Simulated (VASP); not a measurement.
# Lattice of Ta, functional by functional

How much does the relaxed cell of Ta depend on the functional? The starting structure is a measured crystal structure from the Crystallography Open Database. The first relaxation on each setting starts from this cell expanded by 3 % in volume.

Method: Kohn-Sham DFT with plane waves and PAW; PBEsol, LDA, PBE, PBEsol + D3(BJ), r2SCAN and r2SCAN + rVV10, in VASP 6.6.1.

## 1. Starting point

Symmetry: Im-3m, No. 229, cubic system. Conventional cell: a = 3.303 Å, b = 3.303 Å, c = 3.303 Å, α = 90.00°, β = 90.00°, γ = 90.00°. Ta has 8 Ta at 2.86 Å nearest.

## 2. Relaxation with PBEsol

PBEsol restores the gradient expansion of exchange and is tuned for the cells of solids. This run starts from the cell of an earlier relaxation, which isn't shown; the restart sets up the plane waves anew.

INCAR reads:

```
SYSTEM = Ta
PREC = Accurate
ENCUT = 450
EDIFF = 1E-06
NELM = 100
ISMEAR = 1
SIGMA = 0.15
LREAL = .FALSE.
ALGO = Normal
GGA = PS
NBANDS = 11
LASPH = .TRUE.
LORBIT = 11
LWAVE = .FALSE.
LCHARG = .FALSE.
KPAR = 4
IBRION = 2
NSW = 50
ISIF = 3
EDIFFG = -0.006
```

POSCAR reads:

```
Ta
1.0
   -1.6407029940      1.6407029940      1.6407029940
    1.6407029940     -1.6407029940      1.6407029940
    1.6407029940      1.6407029940     -1.6407029940
Ta
1
Direct
    0.0000000000      0.0000000000      0.0000000000
```

KPOINTS reads:

```
Automatic mesh
0
Gamma
18 18 18
0 0 0
```

PAW data sets: Ta_pv (PBE family, release 64).

The run is started by

```console
$ mpirun -np 4 vasp_std
```

Log:

```text
[banner, memory and clock lines left out]
running    4 mpi-ranks, on    1 nodes
 distrk:  each k-point on    1 cores,    4 groups
 distr:  one band on    1 cores,    1 groups

 POSCAR found type information on POSCAR Ta
 POSCAR found :  1 types and       1 ions
|                                                                             |
|               ----> ADVICE to this user running VASP <----                  |
|                                                                             |
|     You enforced a specific xc type in the INCAR file but a different       |
|     [... a line on the potential file left out ...]
|     I HOPE YOU KNOW WHAT YOU ARE DOING!                                     |
|                                                                             |

 LDA part: xc-table for (Slater+PW92), standard interpolation
 POSCAR, INCAR and KPOINTS ok, starting setup
 FFT: planning ... GRIDC
 FFT: planning ... GRID_SOFT
 FFT: planning ... GRID
 WAVECAR not read
 entering main loop
       N       E                     dE             d eps       ncg     rms          rms(c)
DAV:   1     0.506228514125E+02    0.50623E+02   -0.57479E+03  4338   0.857E+02
DAV:   2    -0.122010812389E+02   -0.62824E+02   -0.61275E+02  4748   0.232E+02
DAV:   3    -0.130457033191E+02   -0.84462E+00   -0.83234E+00  5203   0.262E+01
DAV:   4    -0.130485208589E+02   -0.28175E-02   -0.28169E-02  4722   0.157E+00
DAV:   5    -0.130485343839E+02   -0.13525E-04   -0.13525E-04  5149   0.964E-02    0.143E+01
DAV:   6    -0.126686409820E+02    0.37989E+00   -0.32759E-01  4911   0.631E+00    0.699E+00
DAV:   7    -0.125534438630E+02    0.11520E+00   -0.27747E-01  4911   0.540E+00    0.386E-01
DAV:   8    -0.125521417822E+02    0.13021E-02   -0.86430E-03  5158   0.758E-01    0.663E-02
DAV:   9    -0.125521417423E+02    0.39886E-07   -0.46819E-05  4955   0.731E-02    0.209E-02
DAV:  10    -0.125521391849E+02    0.25573E-05   -0.23548E-06  4753   0.173E-02    0.343E-03
DAV:  11    -0.125521391591E+02    0.25861E-07   -0.12806E-07  2742   0.412E-03
   1 F= -.12552139E+02 E0= -.12552346E+02  d E =-.125521E+02
 curvature:   0.00 expect dE= 0.000E+00 dE for cont linesearch  0.000E+00
 trial: gam= 0.00000 g(F)=  0.284E-63 g(S)=  0.606E-05 ort = 0.000E+00 (trialstep = 0.100E+01)
 search vector abs. value=  0.606E-05
 bond charge predicted
       N       E                     dE             d eps       ncg     rms          rms(c)
DAV:   1    -0.125521896411E+02   -0.50456E-04   -0.16585E-03  4512   0.512E-01    0.684E-02
DAV:   2    -0.125521442668E+02    0.45374E-04   -0.52452E-05  4611   0.816E-02    0.229E-02
DAV:   3    -0.125521345870E+02    0.96798E-05   -0.26876E-05  4851   0.571E-02    0.852E-03
DAV:   4    -0.125521351921E+02   -0.60505E-06   -0.29536E-07  3051   0.612E-03
   2 F= -.12552135E+02 E0= -.12552342E+02  d E =0.396699E-05
 trial-energy change:    0.000004  1 .order    0.000004   -0.000006    0.000013
 step:   0.3108(harm=  0.3108)  dis= 0.00000  next Energy=   -12.552140 (dE=-0.941E-06)
 bond charge predicted
       N       E                     dE             d eps       ncg     rms          rms(c)
DAV:   1    -0.125521665464E+02   -0.31959E-04   -0.79390E-04  4524   0.355E-01    0.473E-02
DAV:   2    -0.125521454273E+02    0.21119E-04   -0.25067E-05  4542   0.565E-02    0.158E-02
DAV:   3    -0.125521403766E+02    0.50507E-05   -0.12798E-05  4728   0.393E-02    0.584E-03
DAV:   4    -0.125521401324E+02    0.24423E-06   -0.13955E-07  2364   0.419E-03
   3 F= -.12552140E+02 E0= -.12552347E+02  d E =-.973323E-06
 curvature:  -0.16 expect dE=-0.373E-07 dE for cont linesearch -0.373E-07
 trial: gam= 0.00000 g(F)=  0.293E-63 g(S)=  0.240E-06 ort =-0.121E-05 (trialstep = 0.862E+00)
 search vector abs. value=  0.240E-06
 reached required accuracy - stopping structural energy minimisation
```

It took 8 s on 4 MPI ranks of Intel Xeon Platinum 8488C (Sapphire Rapids), shared host; peak memory 0.59 GiB.

Lines that name or quote the potential files are left out of all logs, and their timing lines are given in words.

From OUTCAR (step 2):

```text
ion  position               nearest neighbor table
   1  0.000  0.000  0.000-

  LATTYP: Found a body centered cubic cell.
 ALAT       =     3.2814059880

 Subroutine GETGRP returns: Found 48 space group operations
 (whereof 48 operations were pure point group operations)

The static configuration has the point symmetry O_h .

 Found    195 irreducible k-points:

   k-points           NKPTS =    195   k-points in BZ     NKDIM =    195   number of bands    NBANDS=     11

   dimension x,y,z NGX =    20 NGY =   20 NGZ =   20
   dimension x,y,z NGXF=    40 NGYF=   40 NGZF=   40

   ENCUT  =  450.0 eV  33.07 Ry    5.75 a.u.   4.92  4.92  4.92*2*pi/ulx,y,z

   NELECT =      11.0000    total number of electrons

 k-points in reciprocal lattice and weights: Automatic mesh
   0.00000000  0.00000000  0.00000000       0.000
   0.05555556  0.00000000  0.00000000       0.002
   0.11111111  0.00000000  0.00000000       0.002
   0.16666667  0.00000000  0.00000000       0.002
   0.22222222  0.00000000  0.00000000       0.002
   0.27777778  0.00000000  0.00000000       0.002
   0.33333333  0.00000000  0.00000000       0.002
   0.38888889  0.00000000  0.00000000       0.002
   0.44444444  0.00000000  0.00000000       0.002
[...]
0.50000000  0.50000000  0.44444444       0.002
   0.50000000  0.50000000  0.50000000       0.000

 average (electrostatic) potential at core
       1 -36.0151

 E-fermi :   5.4859

 k-point     1 :       0.0000    0.0000    0.0000
  band No.  band energies     occupation
      1     -27.4646      2.00000
      2     -27.4646      2.00000
      3     -27.4646      2.00000
      4      -2.5250      2.00000
      5       6.2008     -0.00000
      6       6.2008     -0.00000
      7       6.2008     -0.00000
      8       9.5411      0.00000
      9       9.5411      0.00000
    ...

 k-point     2 :       0.0556    0.0000    0.0000
  band No.  band energies     occupation
      1     -27.5062      2.00000
      2     -27.4773      2.00000
      3     -27.4648      2.00000
      4      -2.3826      2.00000
      5       6.1077     -0.00000
      6       6.1750     -0.00000
      7       6.3400     -0.00000
      8       9.3865      0.00000
      9       9.5410      0.00000
    ...

 k-point     3 :       0.1111    0.0000    0.0000
  band No.  band energies     occupation
      1     -27.6246      2.00000
      2     -27.5137      2.00000
      3     -27.4656      2.00000
      4      -1.9709      2.00000
      5       5.8512     -0.00307
      6       6.0654     -0.00000
      7       6.7534     -0.00000
      8       9.0643      0.00000
      9       9.5487      0.00000
    ...

  Total        0.0012884      0.0012884      0.0012884      0.0000000      0.0000000      0.0000000
  in kB        0.1168774      0.1168774      0.1168774      0.0000000      0.0000000      0.0000000
  external PRESSURE =       0.1168774 kB  Pullay stress =       0.0000000 kB

  energy-cutoff  :      450.00
  volume of cell :       17.66
      direct lattice vectors                 reciprocal lattice vectors
    -1.640543835  1.640543835  1.640543835     0.000000000  0.304776983  0.304776983
     1.640543835 -1.640543835  1.640543835     0.304776983  0.000000000  0.304776983
     1.640543835  1.640543835 -1.640543835     0.304776983  0.304776983  0.000000000

 POSITION                                       TOTAL-FORCE (eV/Angst)
 -----------------------------------------------------------------------------------
      0.00000      0.00000      0.00000         0.000000     -0.000000     -0.000000
 -----------------------------------------------------------------------------------
    total drift:                                0.000000     -0.000000      0.000000

  FREE ENERGIE OF THE ION-ELECTRON SYSTEM (eV)
  ---------------------------------------------------
  free  energy   TOTEN  =       -12.5521401324 eV

  energy  without entropy=      -12.5527609175  energy(sigma->0) =      -12.55234706

 reached required accuracy - stopping structural energy minimisation

 total charge
# of ion       s       p       d       tot
------------------------------------------
    1        0.374   6.173   2.428   8.975

[... 3 further parts left out ...]
```

CONTCAR:

```
Ta
   1.00000000000000
    -1.6405438346218586    1.6405438346218586    1.6405438346218586
     1.6405438346218586   -1.6405438346218586    1.6405438346218586
     1.6405438346218586    1.6405438346218586   -1.6405438346218586
  Ta
     1
Direct
     0.0000000000000000    0.0000000000000000    0.0000000000000000
```

This run has no spin polarisation. Its electron count is odd, so without a moment it is a metal by construction. The PAW data sets were made with PBE, which is usual practice but a small mismatch for other functionals. The run keeps the 48 symmetry operations of its start, so it cannot find a distortion of lower symmetry.

With PBEsol the relaxed cell holds 17.661 Å³ an atom, -1.94 % against the measured cell, with a = 3.281 Å.

## 3. Relaxation with LDA

LDA, the lowest rung, knows the local density alone. This run starts from the cell of an earlier relaxation, which isn't shown; the restart sets up the plane waves anew.

INCAR, as its differences from that of step 2:

```diff
@@ -9,3 +9,3 @@
 ALGO = Normal
-GGA = PS
+GGA = CA
 NBANDS = 11
```

POSCAR reads:

```
Ta
1.0
   -1.6284405781      1.6284405781      1.6284405781
    1.6284405781     -1.6284405781      1.6284405781
    1.6284405781      1.6284405781     -1.6284405781
Ta
1
Direct
    0.0000000000      0.0000000000      0.0000000000
```

KPOINTS is that of step 2.

PAW data sets: Ta_pv (LDA family, release 64).

The run is started by

```console
$ mpirun -np 4 vasp_std
```

Log:

```text
[banner, memory and clock lines left out]
running    4 mpi-ranks, on    1 nodes
[...]
LDA part: xc-table for (Slater(with rela. corr.)+CA(PZ))
 , standard interpolation
 POSCAR, INCAR and KPOINTS ok, starting setup
[...]
entering main loop
       N       E                     dE             d eps       ncg     rms          rms(c)
DAV:   1     0.523772743446E+02    0.52377E+02   -0.57919E+03  4301   0.860E+02
DAV:   2    -0.123977223479E+02   -0.64775E+02   -0.63233E+02  4739   0.235E+02
DAV:   3    -0.132913711475E+02   -0.89365E+00   -0.88305E+00  5254   0.267E+01
DAV:   4    -0.132941673234E+02   -0.27962E-02   -0.27956E-02  4748   0.159E+00
[...]
DAV:   8    -0.128298556958E+02    0.17581E-02   -0.71930E-03  5014   0.743E-01    0.538E-02
DAV:   9    -0.128298487160E+02    0.69798E-05   -0.56936E-05  4916   0.724E-02    0.230E-02
DAV:  10    -0.128298482253E+02    0.49071E-06   -0.38178E-06  4864   0.217E-02
   1 F= -.12829848E+02 E0= -.12830068E+02  d E =-.128298E+02
[...]
reached required accuracy - stopping structural energy minimisation
```

Elapsed: 4 s, on 4 MPI ranks; peak memory 0.54 GiB.

OUTCAR, selected parts (step 3):

```text
  Total        0.0019084      0.0019084      0.0019084      0.0000000     -0.0000000      0.0000000
  in kB        0.1770116      0.1770116      0.1770116      0.0000000     -0.0000000      0.0000000
  external PRESSURE =       0.1770116 kB  Pullay stress =       0.0000000 kB

 POSITION                                       TOTAL-FORCE (eV/Angst)
 -----------------------------------------------------------------------------------
      0.00000      0.00000      0.00000         0.000000      0.000000     -0.000000
 -----------------------------------------------------------------------------------
    total drift:                                0.000000      0.000000      0.000000

  FREE ENERGIE OF THE ION-ELECTRON SYSTEM (eV)
  ---------------------------------------------------
  free  energy   TOTEN  =       -12.8298482253 eV

  energy  without entropy=      -12.8305079153  energy(sigma->0) =      -12.83006812

[... 2 parts as in an earlier step ...]

[... 2 further parts left out ...]
[key lines of the parts left out:]
E-fermi :   5.7456
```

With LDA the relaxed cell holds 17.273 Å³ an atom, -4.09 % against the measured cell, with a = 3.257 Å. That is -2.20 % from PBEsol.

## 4. Relaxation with PBE

PBE, the usual starting point, adds the gradient of the density.

INCAR, as its differences from that of step 3:

```diff
@@ -9,3 +9,3 @@
 ALGO = Normal
-GGA = CA
+GGA = PE
 NBANDS = 11
```

POSCAR reads:

```
Ta
1.0
   -1.6676303703      1.6676303703      1.6676303703
    1.6676303703     -1.6676303703      1.6676303703
    1.6676303703      1.6676303703     -1.6676303703
Ta
1
Direct
    0.0000000000      0.0000000000      0.0000000000
```

KPOINTS is that of step 3.

The projector-augmented-wave data sets are Ta_pv (PBE family, release 64).

The run is started by

```console
$ mpirun -np 4 vasp_std
```

Log:

```text
[banner, memory and clock lines left out]
running    4 mpi-ranks, on    1 nodes
[...]
LDA part: xc-table for (Slater+PW92), standard interpolation
 POSCAR, INCAR and KPOINTS ok, starting setup
[...]
entering main loop
       N       E                     dE             d eps       ncg     rms          rms(c)
DAV:   1     0.526787111208E+02    0.52679E+02   -0.57845E+03  4298   0.856E+02
DAV:   2    -0.113952498868E+02   -0.64074E+02   -0.62698E+02  4787   0.231E+02
DAV:   3    -0.122926710067E+02   -0.89742E+00   -0.88944E+00  5180   0.267E+01
DAV:   4    -0.122958647794E+02   -0.31938E-02   -0.31934E-02  4712   0.171E+00
[...]
DAV:   9    -0.118104807863E+02   -0.42348E-05   -0.64095E-05  4788   0.897E-02    0.252E-02
DAV:  10    -0.118104746162E+02    0.61701E-05   -0.27106E-06  4954   0.192E-02    0.283E-03
DAV:  11    -0.118104748386E+02   -0.22242E-06   -0.13118E-07  2724   0.433E-03
   1 F= -.11810475E+02 E0= -.11810832E+02  d E =-.118105E+02
[...]
DAV:   4    -0.118008301449E+02   -0.56395E-03   -0.17260E-03  5445   0.339E-01    0.502E-02
DAV:   5    -0.118008476468E+02   -0.17502E-04   -0.48612E-05  5019   0.731E-02    0.209E-02
DAV:   6    -0.118008470790E+02    0.56785E-06   -0.13709E-06  3708   0.139E-02
   2 F= -.11800847E+02 E0= -.11801045E+02  d E =0.962776E-02
 trial-energy change:    0.009628  1 .order    0.009927   -0.015187    0.035041
 step:   0.3100(harm=  0.3024)  dis= 0.00000  next Energy=   -11.812838 (dE=-0.236E-02)
[...]
N       E                     dE             d eps       ncg     rms          rms(c)
DAV:   1    -0.118795215640E+02   -0.78674E-01   -0.20482E+00  4515   0.181E+01    0.233E+00
DAV:   2    -0.118244141976E+02    0.55107E-01   -0.67609E-02  4515   0.285E+00    0.780E-01
DAV:   3    -0.118126553845E+02    0.11759E-01   -0.32375E-02  4713   0.194E+00    0.282E-01
DAV:   4    -0.118128676678E+02   -0.21228E-03   -0.40985E-04  5437   0.216E-01    0.315E-02
DAV:   5    -0.118128704812E+02   -0.28134E-05   -0.17872E-05  4839   0.421E-02    0.158E-02
DAV:   6    -0.118128696335E+02    0.84767E-06   -0.44528E-07  3100   0.818E-03
   3 F= -.11812870E+02 E0= -.11813172E+02  d E =-.239479E-02
[...]
reached required accuracy - stopping structural energy minimisation
```

It took 9.4 s on 4 MPI ranks; peak memory 0.62 GiB; 35 s of CPU time.

From OUTCAR (step 4):

```text
  Total       -0.0019932     -0.0019932     -0.0019932      0.0000000      0.0000000     -0.0000000
  in kB       -0.1746746     -0.1746746     -0.1746746      0.0000000      0.0000000     -0.0000000
  external PRESSURE =      -0.1746746 kB  Pullay stress =       0.0000000 kB

 POSITION                                       TOTAL-FORCE (eV/Angst)
 -----------------------------------------------------------------------------------
      0.00000      0.00000     -0.00000        -0.000000      0.000000      0.000000
 -----------------------------------------------------------------------------------
    total drift:                                0.000000      0.000000      0.000000

  FREE ENERGIE OF THE ION-ELECTRON SYSTEM (eV)
  ---------------------------------------------------
  free  energy   TOTEN  =       -11.8128696335 eV

  energy  without entropy=      -11.8137778811  energy(sigma->0) =      -11.81317238

[... 2 parts as in an earlier step ...]

[... 2 further parts left out ...]
[key lines of the parts left out:]
E-fermi :   5.3739
```

With PBE the relaxed cell holds 18.282 Å³ an atom, +1.51 % against the measured cell, with a = 3.319 Å. That is +3.52 % from PBEsol.

## 5. Relaxation with PBEsol + D3(BJ)

D3 with Becke-Johnson damping keeps a finite attraction at short range. This run starts from the cell of an earlier relaxation, which isn't shown; the restart sets up the plane waves anew.

INCAR, as its differences from that of step 4:

```diff
@@ -9,3 +9,4 @@
 ALGO = Normal
-GGA = PE
+GGA = PS
+IVDW = 12
 NBANDS = 11
```

POSCAR reads:

```
Ta
1.0
   -1.6229973093      1.6229973093      1.6229973093
    1.6229973093     -1.6229973093      1.6229973093
    1.6229973093      1.6229973093     -1.6229973093
Ta
1
Direct
    0.0000000000      0.0000000000      0.0000000000
```

KPOINTS is that of step 4.

The run is started by

```console
$ mpirun -np 4 vasp_std
```

Log:

```text
[banner, memory and clock lines left out]
running    4 mpi-ranks, on    1 nodes
[...]
[... a notice as in an earlier step ...]

 LDA part: xc-table for (Slater+PW92), standard interpolation
 POSCAR, INCAR and KPOINTS ok, starting setup
[...]
entering main loop
       N       E                     dE             d eps       ncg     rms          rms(c)
DAV:   1     0.498328724537E+02    0.49833E+02   -0.58547E+03  4314   0.864E+02
DAV:   2    -0.122088855739E+02   -0.62042E+02   -0.60700E+02  4817   0.232E+02
DAV:   3    -0.130075149699E+02   -0.79863E+00   -0.78842E+00  5187   0.257E+01
DAV:   4    -0.130097700022E+02   -0.22550E-02   -0.22544E-02  4741   0.148E+00
[...]
DAV:   9    -0.125396383869E+02   -0.64469E-05   -0.24399E-05  5009   0.528E-02    0.211E-02
DAV:  10    -0.125396362201E+02    0.21667E-05   -0.15278E-06  3790   0.151E-02    0.315E-03
DAV:  11    -0.125396361568E+02    0.63367E-07   -0.58903E-08  2691   0.294E-03
   1 F= -.13306669E+02 E0= -.13306932E+02  d E =-.133067E+02
[...]
reached required accuracy - stopping structural energy minimisation
```

It took 4.4 s on 4 MPI ranks; peak memory 0.6 GiB; 16 s of CPU time.

From OUTCAR (step 5):

```text
 Edisp (eV)   -0.76703

  Total      -0.00162    -0.00162    -0.00162    -0.00000     0.00000     0.00000
  in kB      -0.15191    -0.15191    -0.15191    -0.00000     0.00000     0.00000
  external pressure =       -0.15 kB  Pullay stress =        0.00 kB

 POSITION                                       TOTAL-FORCE (eV/Angst)
 -----------------------------------------------------------------------------------
      0.00000      0.00000      0.00000        -0.000000      0.000000     -0.000000
 -----------------------------------------------------------------------------------
    total drift:                                0.000000      0.000000      0.000000

  FREE ENERGIE OF THE ION-ELECTRON SYSTEM (eV)
  ---------------------------------------------------
  free  energy   TOTEN  =       -13.3066690962 eV

  energy  without entropy=      -13.3074591431  energy(sigma->0) =      -13.30693245

[... 2 parts as in an earlier step ...]

[... 2 further parts left out ...]
[key lines of the parts left out:]
E-fermi :   5.7454
```

With PBEsol + D3(BJ) the relaxed cell holds 17.101 Å³ an atom, -5.05 % against the measured cell, with a = 3.246 Å. That is -3.17 % from PBEsol.

(Part 1 of 2 ends here.)

[Lines on the potential files, build, host, timing and source positions are cut from VASP's logs without a mark.]

[Logs are printed without paths, hosts, clocks, repeated set-up lines and the standing remarks that a program may print on its own settings, such as how far it seeks lower states.]

[Hosts, paths, dates, database ids (printed as entryN), source tags and the programs' standing remarks are cut or masked in the printed files.]
